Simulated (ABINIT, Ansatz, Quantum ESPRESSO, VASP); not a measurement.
TlCl (Pm-3m, 2 atoms in the cell) computed with different codes at matched settings

Self-consistent single point.

```xyz
2
Lattice="3.8400 0.0000 0.0000 0.0000 3.8400 0.0000 0.0000 0.0000 3.8400" Properties=species:S:1:pos:R:3 pbc="T T T"
Tl     0.0000     0.0000     0.0000
Cl     1.9200     1.9200     1.9200
```

All programs got the same cell, k-point mesh and kind of occupations (in Ansatz's words: kpoints.mp_grid.grid = 7 7 7; scf.occupations.method = fermi_dirac; scf.occupations.width = 0.0015 Ry); potentials, basis and cutoffs are each program's usual ones.

| code | model | pressure (GPa) | gap on the mesh (eV) | cutoff |
|---|---|---|---|---|
| Ansatz | PBE, default PAW files | 1.13 | 2.543 | 30.9 Ry |
| Quantum ESPRESSO | PBE, PSlibrary PAW (PBE) pseudopotentials | 0.90 | 2.550 | 50 Ry |
| ABINIT | PBE, norm-conserving pseudopotentials (PseudoDojo nc-sr-05 PBE standard) | 1.07 | 2.549 | 30 Ha |
| VASP | PBE, VASP's PBE PAW potentials (set 64) | – | 2.548 | 300 eV |

A dash marks a value that a program does not give, or that is left out as unsure.

Gaps are read on the mesh. Another mesh or the band path gives a smaller gap, so these values are not converged in the mesh.

The spread over the programs that give each value: pressure within 0.23 GPa; gap on the mesh within 0.007 eV.

The starting cell has typed, rounded lattice constants, without a prior relaxation at this level. On Ansatz's run: Spin-orbit coupling is off. Another mesh or the band path of this cell gives a smaller gap, so this value is not converged in the mesh.

**Question.** Why do the programs differ, and what cannot be compared?

**Answer.** Differences of this kind can come from the potentials, where these differ, and from what each basis and cutoff leave unconverged. The zero of total energies and Fermi levels follows the potentials and each program's conventions, so they are not compared here. Ansatz's pressure is given at a fixed set of plane waves, as the other plane-wave codes print theirs. Ansatz's smearing width was typed in Ry to four decimals, so it matches the others to a few per cent.

VASP's run is marked for a possible Pulay error in its stress at this cutoff; no cutoff test was made.

Left out of this page: GPAW, CP2K, Elk, FLEUR and SIESTA (not drawn, or without a comparable value).

Ansatz is a quantum-chemistry and plane-wave program.

Keys are those of Ansatz 0.2.
